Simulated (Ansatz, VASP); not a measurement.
## Cross-check of AlN (wurtzite AlN) between VASP and Ansatz

One calculation is typed for both programs; each brings its own data sets. How far apart do they land? The cell is taken from a series of runs on this material, whose earlier steps may have relaxed, scaled, displaced or heated it; both programs get it as it stands.

Program: Ansatz 0.2.0. Level of theory: plane waves, with VASP 6.6.1 beside it; single point at HSE06. Results are calculated unless marked as measured.

## Step 1: The structure

Symmetry: P6_3mc, No. 186, hexagonal system. The conventional cell has a = 3.110 Å, b = 3.110 Å, c = 4.980 Å, α = 90.00°, β = 90.00°, γ = 120.00°. Al has 4 N at 1.89 to 1.90 Å nearest. Nearest to N lie 4 Al at 1.89 to 1.90 Å. Farther neighbours and most contacts between anions are not listed.

As a file:

```
Al N
1.0
     3.11000    0.00000    0.00000
    -1.55500    2.69334    0.00000
     0.00000    0.00000    4.98000
Al N
2 2
Cartesian
  0.0000 1.7956 0.0000
  1.5550 0.8978 2.4900
  0.0000 1.7956 1.9024
  1.5550 0.8978 4.3924
```

## Step 2: VASP: single point, HSE06

With cell and atoms fixed, the geometry can't cause a difference; cores, projectors, grids and the points listed under the comparison can.

Lines of VASP's logs that name or quote its potential files are left out, and so is its time.

The run reads the wave functions of an earlier VASP run, which isn't shown here.

INCAR

```
SYSTEM = AlN
PREC = Accurate
ENCUT = 520
EDIFF = 1E-06
NELM = 100
ISMEAR = 0
SIGMA = 0.01
LREAL = .FALSE.
ALGO = Normal
LHFCALC = .TRUE.
AEXX = 0.25
GGA = PE
HFSCREEN = 0.208
LASPH = .TRUE.
NBANDS = 14
PRECFOCK = Fast
LORBIT = 11
LWAVE = .FALSE.
LCHARG = .FALSE.
KPAR = 8
ISIF = 2
```

POSCAR

```
AlN
1.0
    3.1100000000      0.0000000000      0.0000000000
   -1.5550000000      2.6933390058      0.0000000000
    0.0000000000      0.0000000000      4.9800000000
Al N
2 2
Direct
    0.3333333333      0.6666666667      0.0000000000
    0.6666666667      0.3333333333      0.5000000000
    0.3333333333      0.6666666667      0.3820000000
    0.6666666667      0.3333333333      0.8820000000
```

KPOINTS

```
Automatic mesh
0
Gamma
8 8 4
0 0 0
```

The projector-augmented-wave data sets are Al and N (PBE family, release 64).

On the command line:

```bash
> mpirun -np 8 vasp_std
```

Numbers of over 12 decimals in the logs are rounded to 6 here.

Output:

```text
[banner, memory and clock lines left out]
running    8 mpi-ranks, on    1 nodes
 distrk:  each k-point on    1 cores,    8 groups
 distr:  one band on    1 cores,    1 groups

 POSCAR found type information on POSCAR AlN
 POSCAR found :  2 types and       4 ions
|                                                                             |
|           W    W    AA    RRRRR   N    N  II  N    N   GGGG   !!!           |
|           W    W   A  A   R    R  NN   N  II  NN   N  G    G  !!!           |
|           W    W  A    A  R    R  N N  N  II  N N  N  G       !!!           |
|           W WW W  AAAAAA  RRRRR   N  N N  II  N  N N  G  GGG   !            |
|           WW  WW  A    A  R   R   N   NN  II  N   NN  G    G                |
|           W    W  A    A  R    R  N    N  II  N    N   GGGG   !!!           |
|                                                                             |
|     For optimal performance we recommend to set                             |
|       NCORE = 2 up to number-of-cores-per-socket                            |
|     NCORE specifies how many cores store one orbital (NPAR=cpu/NCORE).      |
|     This setting can greatly improve the performance of VASP for DFT.       |
|     The default, NCORE=1 might be grossly inefficient on modern             |
|     multi-core architectures or massively parallel machines. Do your        |
|     Unfortunately you need to use the default for GW and RPA                |
|     calculations (for HF NCORE is supported but not extensively tested      |
|     yet).                                                                   |
|                                                                             |

 LDA part: xc-table for (Slater+PW92), standard interpolation
 found WAVECAR, reading the header
 POSCAR, INCAR and KPOINTS ok, starting setup
 FFT: planning ... GRIDC
 FFT: planning ... GRID_SOFT
 FFT: planning ... GRID
 reading WAVECAR
 the WAVECAR file was read successfully
 initial charge from wavefunction
 entering main loop
       N       E                     dE             d eps       ncg     rms          rms(c)
DAV:   1    -0.348901678568E+02   -0.34890E+02   -0.91909E-01  1210   0.673E+00    0.125E+01
DAV:   2    -0.348960181258E+02   -0.58503E-02   -0.14043E-02  1124   0.949E-01    0.816E+00
DAV:   3    -0.348948930918E+02    0.11250E-02   -0.32003E-04  1092   0.170E-01    0.490E+00
DAV:   4    -0.348944734922E+02    0.41960E-03   -0.12469E-04  1092   0.838E-02    0.289E+00
DAV:   5    -0.348943429946E+02    0.13050E-03   -0.35948E-05  1104   0.457E-02    0.167E+00
DAV:   6    -0.348942984080E+02    0.44587E-04   -0.10040E-05  1200   0.283E-02    0.959E-01
DAV:   7    -0.348942837603E+02    0.14648E-04   -0.38512E-06  1062   0.186E-02    0.553E-01
DAV:   8    -0.348942792454E+02    0.45150E-05   -0.11245E-06   654   0.104E-02    0.325E-01
DAV:   9    -0.348942780187E+02    0.12267E-05   -0.63413E-07   690   0.759E-03    0.186E-01
DAV:  10    -0.348942776685E+02    0.35013E-06   -0.25592E-07   600   0.441E-03
   1 F= -.34894278E+02 E0= -.34894278E+02  d E =-.399865E-47
```

Parts of OUTCAR (step 2):

```text
ion  position               nearest neighbor table
   1  0.333  0.667  0.000-   4 1.89   4 1.89   4 1.89   3 1.90   2 3.07   2 3.07   2 3.07   2 3.07
                             2 3.07   2 3.07
   2  0.667  0.333  0.500-   3 1.89   3 1.89   3 1.89   4 1.90   1 3.07   1 3.07   1 3.07   1 3.07
                             1 3.07   1 3.07
   3  0.333  0.667  0.382-   2 1.89   2 1.89   2 1.89   1 1.90
   4  0.667  0.333  0.882-   1 1.89   1 1.89   1 1.89   2 1.90

  LATTYP: Found a hexagonal cell.
 ALAT       =     3.1100000000
 C/A-ratio  =     1.6012861736

 Subroutine GETGRP returns: Found 12 space group operations
 (whereof  6 operations were pure point group operations)

The static configuration has the point symmetry C_3v.
 The point group associated with its full space group is C_6v.

 Found     30 irreducible k-points:

   k-points           NKPTS =     30   k-points in BZ     NKDIM =    256   number of bands    NBANDS=     14

   dimension x,y,z NGX =    24 NGY =   24 NGZ =   40
   dimension x,y,z NGXF=    48 NGYF=   48 NGZF=   80

   ENCUT  =  520.0 eV  38.22 Ry    6.18 a.u.   5.78  5.78  9.26*2*pi/ulx,y,z

   NELECT =      16.0000    total number of electrons

 k-points in reciprocal lattice and weights: Automatic mesh
   0.00000000  0.00000000  0.00000000       0.004
   0.12500000  0.00000000  0.00000000       0.023
   0.25000000  0.00000000  0.00000000       0.023
   0.37500000 -0.00000000  0.00000000       0.023
   0.50000000  0.00000000  0.00000000       0.012
   0.12500000  0.12500000  0.00000000       0.023
   0.25000000  0.12500000  0.00000000       0.047
   0.37500000  0.12500000  0.00000000       0.047
   0.25000000  0.25000000  0.00000000       0.023
[...]
0.25000000  0.25000000  0.50000000       0.023
   0.37500000  0.25000000  0.50000000       0.023

  exchange ACFDT corr.  =         0.00000000  see jH, gK, PRB 81, 115126

 average (electrostatic) potential at core
       1 -67.6998       2 -67.6998       3 -54.8848       4 -54.8848

 E-fermi :   5.3629

 k-point     1 :       0.0000    0.0000    0.0000
  band No.  band energies     occupation
    ...
      4       4.2963      2.00000
      5       4.2963      2.00000
      6       5.0210      2.00000
      7       5.0210      2.00000
      8       5.2637      2.00000
      9      10.8238      0.00000
     10      13.3899      0.00000
     11      17.7332      0.00000
     12      18.0261      0.00000
     13      18.0261      0.00000
    ...

 k-point     2 :       0.1250    0.0000    0.0000
  band No.  band energies     occupation
    ...
      4       3.3732      2.00000
      5       4.0325      2.00000
      6       4.1616      2.00000
      7       4.9766      2.00000
      8       5.1619      2.00000
      9      11.6794      0.00000
     10      14.1671      0.00000
     11      16.7325      0.00000
     12      16.9502      0.00000
     13      18.6349      0.00000
    ...

 k-point     3 :       0.2500    0.0000    0.0000
  band No.  band energies     occupation
    ...
      4       1.5136      2.00000
      5       2.6016      2.00000
      6       3.5237      2.00000
      7       4.7821      2.00000
      8       4.7925      2.00000
      9      12.8882      0.00000
     10      14.3473      0.00000
     11      14.9049      0.00000
     12      17.0053      0.00000
     13      18.4884      0.00000
    ...

  Total       -0.3382853     -0.3382853     -0.3498636      0.0000000      0.0000000      0.0000000
  in kB      -12.9931047    -12.9931047    -13.4378135      0.0000000      0.0000000      0.0000000
  external PRESSURE =     -13.1413409 kB  Pullay stress =       0.0000000 kB

  energy-cutoff  :      520.00
  volume of cell :       41.71
      direct lattice vectors                 reciprocal lattice vectors
     3.110000000  0.000000000  0.000000000     0.321543408  0.185643173  0.000000000
    -1.555000000  2.693339006  0.000000000     0.000000000  0.371286347  0.000000000
     0.000000000  0.000000000  4.980000000     0.000000000  0.000000000  0.200803213

 POSITION                                       TOTAL-FORCE (eV/Angst)
 -----------------------------------------------------------------------------------
     -0.00000      1.79556      0.00000         0.000000     -0.000000      0.011731
      1.55500      0.89778      2.49000        -0.000000      0.000000      0.011731
     -0.00000      1.79556      1.90236        -0.000000      0.000000     -0.011731
      1.55500      0.89778      4.39236         0.000000      0.000000     -0.011731
 -----------------------------------------------------------------------------------
    total drift:                                0.000000      0.000000      0.000227

  FREE ENERGIE OF THE ION-ELECTRON SYSTEM (eV)
  ---------------------------------------------------
  free  energy   TOTEN  =       -34.8942776685 eV

  energy  without entropy=      -34.8942776685  energy(sigma->0) =      -34.89427767

 total charge
# of ion       s       p       d       tot
------------------------------------------
    1        0.420   0.456   0.000   0.877
    2        0.420   0.456   0.000   0.877
    3        1.223   2.653   0.000   3.876
    4        1.223   2.653   0.000   3.876
--------------------------------------------------
tot          3.286   6.219   0.000   9.505

[... 3 further parts left out ...]
```

The run ends at a pressure of -1.31 GPa, with forces up to 0.012 eV/Å.

## Step 3: Ansatz: single point, HSE06

Ansatz runs on its default PAW (the set named soft_2) files.

The same cell, functional and mesh now go to Ansatz, which takes its cutoff from its data sets.

input.yaml

```yaml
crystal:
  lattice:
    - [3.11, 0.0, 0.0]
    - [-1.555, 2.6933390058, 0.0]
    - [0.0, 0.0, 4.98]
  atoms:
    - { symbol: Al, position: [0.3333333333, 0.6666666667, 0.0] }
    - { symbol: Al, position: [0.6666666667, 0.3333333333, 0.5] }
    - { symbol: "N", position: [0.3333333333, 0.6666666667, 0.382] }
    - { symbol: "N", position: [0.6666666667, 0.3333333333, 0.882] }
kpoints:
  mp_grid: { grid: [8, 8, 4] }
hamiltonian:
  xc: hse06
scf:
  occupations: { method: fixed }
  convergence: { dr2_threshold: 1.0e-08 }
output:
  eigenvalues: true
checkpoint:
  write: bulk-hse.run
  compress: false
  write_wavefunctions: false
```

On the command line:

```bash
> ansatz run input.yaml --threads 4 --pin off --max-ram 16384MiB --backend cpu --events-out ev --progress --plain --runs-dir out
```

Output:

```text
Engine: ansatz 0.2.0, aarch64-unknown-linux-gnu
Pseudopotentials: kind: paw
Pseudopotential: Al, paw, valence charge 3, recommended cutoff 420 eV (normal), Al.paw.azcp
Pseudopotential: N, paw, valence charge 5, recommended cutoff 420 eV (normal), N.paw.azcp
Functional definition: HSE06
  parameter a = 0.25
  parameter omega = 0.11/bohr
  exchange = pbe_x - a*pbe_x_sr(omega) + a*exact_x_sr(omega)
  correlation = pbe_c
davidson cushion auto → on  (no smearing: the cushion is to keep the highest requested band from converging to the state above it; pin scf.eigensolver.cushion to override)
Crystal: 4 atoms, lattice volume = 41.714 Å³
Basis set: ecut = 420 eV, 809 PW (Γ)
Bands: 12, of which v1, the nominal top of the filled ones, is band 8 counted from 1 (7 counted from 0)
Symmetry: 12 space group operations
Space group: P63mc (ITA 186), of the structure as read, at distance tolerance 3.5e-5 Å
k-points: 30 of 256 (time reversal used)
Non-local potential: Al, projectors of the file, l = 0: 2, l = 1: 2, l = 2: 1
Non-local potential: N, projectors of the file, l = 0: 2, l = 1: 2, l = 2: 1
PAW form: soft (Blöchl's): semilocal exchange-correlation on the pseudo side does not see the compensation charge
PAW frozen core: Al, regenerated for the run's functional, and the local potential with it (the file was generated under x = pbe(κ = 0.804, μ = 0.219515), c = pbe(β = 0.066725))
PAW frozen core: N, regenerated for the run's functional, and the local potential with it (the file was generated under x = pbe(κ = 0.804, μ = 0.219515), c = pbe(β = 0.066725))
PAW one-centre angular grid: Al, 110 points (default); XC on 64 Gauss nodes
PAW one-centre angular grid: N, 110 points (default); XC on 64 Gauss nodes
Initial density: superposition of atomic densities (neutral atoms: chi_scale 0, normalization atom), corrected by the library's trained network
Initial wavefunctions: pseudopotential atomic-orbital guess
Functional: x = pbe(κ = 0.804, μ = 0.219515), c = pbe(β = 0.066725), warm-up for x = pbe(κ = 0.804, μ = 0.219515) + 0.25 (exact − pbe) at short range (hse, ω = 0.207870 Å⁻¹), c = pbe(β = 0.066725); HSE06 as pw.x's `hse` composes it (authors' and Libxc's form: `xc: wpbeh`)
SCF iter   1: F=—  HF=-1848.486237 eV  |F-HF|=—  |Δ(HF+E_count)|=         —  Δρ=8.07e-4  dr2=1.11e-4  ethr=1.77e-3  ⟨swp⟩=2.0  Hψ=2854  notcnv=0
preconditioner: auto → none  [insulator: Δε(μ)=4.200 eV  Ē_g=13.148 eV  n_scr=2 (ndim 8)  ℏωp=23.0 eV  f_vac=0.000]
SCF iter   2: F=-1848.486553 eV  HF=-1848.486485 eV  |F-HF|=6.74e-5  |Δ(HF+E_count)|=   2.48e-4  Δρ=4.09e-4  dr2=2.71e-5  ethr=6.92e-7  ⟨swp⟩=5.2  Hψ=1454  notcnv=0
SCF 1 stopped early in 2 iterations: F = -1848.486553 eV  dr2 = 2.71e-5
  greatest PAW one-centre occupation: 0.788 electrons in one spin orbital (limit 2), on the N atom at site 2 (counted from 0), in its partial waves of l = 0
Initial density: handed on by an earlier stage of this run
Initial wavefunctions: those handed on with the density
Functional: x = pbe(κ = 0.804, μ = 0.219515) + 0.25 (exact − pbe) at short range (hse, ω = 0.207870 Å⁻¹), c = pbe(β = 0.066725); HSE06 as pw.x's `hse` composes it (authors' and Libxc's form: `xc: wpbeh`)
Exchange kernel: α = 0.2500, screened, ω = 0.2079 Å⁻¹, Wigner–Seitz truncation, v(0) = 1046.2870 eV·Å³, q-mesh 8×8×4, nearest image of the exchange supercell L = 19.92 Å, pair-density grid 15×15×24, without the augmentation charges, whose exchange is taken in its separable form by FFT convolution over the k-point mesh (sized by the pseudopotential files, 20×20×36 at the most), smooth part of the exact exchange by density-matrix convolution
Frozen-core exchange: fock
SCF iter   1: F=—  HF=-1849.422856 eV  |F-HF|=—  |Δ(HF+E_count)|=         —  Δρ=6.28e-3  dr2=7.67e-3  ethr=1.69e-6  ⟨swp⟩=7.7  Hψ=2177  notcnv=0
preconditioner: auto → none  [insulator: Δε(μ)=5.515 eV  Ē_g=15.144 eV  n_scr=2 (ndim 8)  ℏωp=23.0 eV  f_vac=0.000]
SCF iter   2: F=—  HF=-1849.419986 eV  |F-HF|=—  |Δ(HF+E_count)|=   2.87e-3  Δρ=2.82e-3  dr2=2.15e-3  ethr=1.69e-6  ⟨swp⟩=3.7  Hψ=1232  notcnv=0
iter 3 solved again at ethr=1.92e-8 eV; its pass at ethr=1.69e-6 eV (dr2=3.07e-6 eV) is discarded
SCF iter   3: F=—  HF=-1849.419287 eV  |F-HF|=—  |Δ(HF+E_count)|=   6.99e-4  Δρ=1.03e-4  dr2=4.64e-4  ethr=1.92e-8  ⟨swp⟩=3.3  Hψ=2170  notcnv=0  defer=3
SCF iter   4: F=—  HF=-1849.424270 eV  |F-HF|=—  |Δ(HF+E_count)|=   4.98e-3  Δρ=5.06e-4  dr2=8.73e-5  ethr=1.92e-8  ⟨swp⟩=6.3  Hψ=1963  notcnv=0  defer=21
SCF iter   5: F=—  HF=-1849.424249 eV  |F-HF|=—  |Δ(HF+E_count)|=   2.06e-5  Δρ=4.66e-5  dr2=6.46e-6  ethr=1.92e-8  ⟨swp⟩=4.0  Hψ=1389  notcnv=0
SCF iter   6: F=-1849.424303 eV  HF=-1849.424304 eV  |F-HF|=1.28e-6  |Δ(HF+E_count)|=   5.45e-5  Δρ=6.64e-5  dr2=2.27e-6  ethr=2.98e-9  ⟨swp⟩=5.2  Hψ=1619  notcnv=0  defer=4
SCF 2 stopped early in 6 iterations: F = -1849.424303 eV  dr2 = 2.27e-6
  greatest PAW one-centre occupation: 0.788 electrons in one spin orbital (limit 2), on the N atom at site 3 (counted from 0), in its partial waves of l = 0
hybrid outer 1: dexx = +5.636e-3 eV, tail = 1.10e-5 eV
Exchange kernel: α = 0.2500, screened, ω = 0.2079 Å⁻¹, Wigner–Seitz truncation, v(0) = 1046.2870 eV·Å³, q-mesh 8×8×4, nearest image of the exchange supercell L = 19.92 Å, pair-density grid 15×15×24, without the augmentation charges, whose exchange is taken in its separable form by FFT convolution over the k-point mesh (sized by the pseudopotential files, 20×20×36 at the most), smooth part of the exact exchange by density-matrix convolution
Frozen-core exchange: fock
SCF iter   1: F=—  HF=-1849.424293 eV  |F-HF|=—  |Δ(HF+E_count)|=         —  Δρ=2.24e-5  dr2=7.52e-8  ethr=3.45e-7  ⟨swp⟩=2.5  Hψ=863  notcnv=0
preconditioner: auto → none  [insulator: Δε(μ)=5.567 eV  Ē_g=15.156 eV  n_scr=2 (ndim 8)  ℏωp=23.0 eV  f_vac=0.000]
SCF iter   2: F=—  HF=-1849.424293 eV  |F-HF|=—  |Δ(HF+E_count)|=   2.05e-7  Δρ=9.43e-6  dr2=3.26e-8  ethr=3.76e-10  ⟨swp⟩=5.1  Hψ=1581  notcnv=0  defer=7
iter 3 solved again at ethr=4.83e-12 eV; its pass at ethr=1.88e-10 eV (dr2=7.73e-10 eV) is discarded
SCF iter   3: F=-1849.424293 eV  HF=-1849.424293 eV  |F-HF|=1.83e-9  |Δ(HF+E_count)|=   3.98e-9  Δρ=2.93e-6  dr2=1.25e-9  ethr=4.83e-12  ⟨swp⟩=4.2  Hψ=2047  notcnv=0  defer=5
SCF 3 converged in 3 iterations: F = -1849.424293 eV  dr2 = 1.25e-9
hybrid outer 2: dexx = +1.382e-7 eV, tail = 5.18e-9 eV, Δε = 1.94e-3 eV (about 5.46e-5 eV left of the loop's levels)
hybrid SCF converged: 2 outer / 9 inner (+2 warm-up), last move |dexx| = 1.38e-7 eV, tail = 5.18e-9 eV
Stability not checked: this state was not tested for a lower state beside it, because the functional holds exact exchange (a hybrid, or Hartree-Fock), whose exchange loop this test does not read (fock_operator; see scf.lower_state_search)
Free energy (F): -1849.424293 eV
Frozen-core exchange: fock
Harris-Foulkes:  -1849.424293 eV  (|F-HF|=1.83e-9)
Internal energy: -1849.424293 eV  (E = F + TS)
E sigma→0 (E₀):  -1849.424293 eV
Fermi energy:    6.256389 eV
--- Per-component energies (eV) ---
  E_band       = 8.040454
  E_kinetic    = 320.140065
  E_local      = -447.053956  (includes V_loc(G=0)·N_el)
  E_nonlocal   = 108.447717
  E_hartree    = 156.152532
  E_xc         = -165.264392
  E_vxc        = -173.961293  (∫ρ·V_xc dr)
  E_exx        = -35.877328  (= α·E_x^exact, valence–valence)
  E_paw        = -1193.743336  (= ΣΔE_a)
  E_vpaw       = -40.082209  (= ΣTr[D̂ρ^β])
  E_aug_tail   = 0.000192  (compensation charges beyond the density's cutoff)
  E_ewald      = -592.091798
  E_core_change = -0.133989  (= ΣΔE_core)
  E_smearing   = -0.000000  (= −TS)
  E_closure    = -0.000000  (closes the sum)
  Σ components = -1849.424293   (vs F -1849.424293, Δ=-4.55e-13)
--- Band table (eV; the first three rows and the last of 30) ---
  k-point 0: bands = [... 4 lower, 5.2980, 6.0122, 6.0122, 6.2564, 11.8234, 14.4096, 18.7195, 19.0344]
  k-point 1: bands = [... 4 lower, 5.3970, 5.3970, 5.9019, 5.9019, 12.8191, 14.5397, 18.3207, 18.9942]
  k-point 2: bands = [... 4 lower, 5.6437, 5.6437, 5.6437, 5.6437, 14.2167, 14.2167, 18.2784, 18.2784]
  k-point 29: bands = [... 4 lower, 2.4848, 2.4848, 5.3449, 5.3449, 14.5524, 14.5524, 16.2442, 16.2442]
```

In the SCF lines HF is the Harris–Foulkes energy and dr2 the Hartree energy of the density residual, in eV; the loop may stop once dr2 is under the threshold and the program's other checks hold. Hψ counts applications of the Hamiltonian.

## Step 4: Differences

Known differences besides the potentials themselves: exact exchange at q = 0 is treated differently, which shows on coarse meshes; VASP keeps PBE cores, Ansatz makes them for the functional; fixed occupations in Ansatz, narrow Gaussian smearing in VASP; the cutoff is 420 eV in Ansatz and 520 eV in VASP; VASP takes a coarser grid for exact exchange (PRECFOCK = Fast). Total energies have different zeros and are not compared.

Both answers:

| quantity | Ansatz | VASP | difference |
| --- | --- | --- | --- |
| gap on the k mesh (eV) | 5.567 | 5.560 | +0.007 |

A gap on the mesh is an upper bound, since the band edges may lie between its points.

## Step 5: Outcome

* difference in gap on the k mesh (single point, HSE06): 0.0069 eV

In words: The difference in gap on the k mesh is 0.0069 eV (single point, HSE06), within the 0.08 eV picked in this series as the mark of a large difference. How closely two codes agree says nothing of how well the functional describes the real material.

[Lines on the potential files, build, host, timing and source positions are cut from VASP's logs without a mark.]

[Logs are printed without paths, hosts, clocks, repeated set-up lines and the standing remarks that a program may print on its own settings, such as how far it seeks lower states.]

[Hosts, paths, dates, database ids (printed as entryN), source tags and the programs' standing remarks are cut or masked in the printed files.]
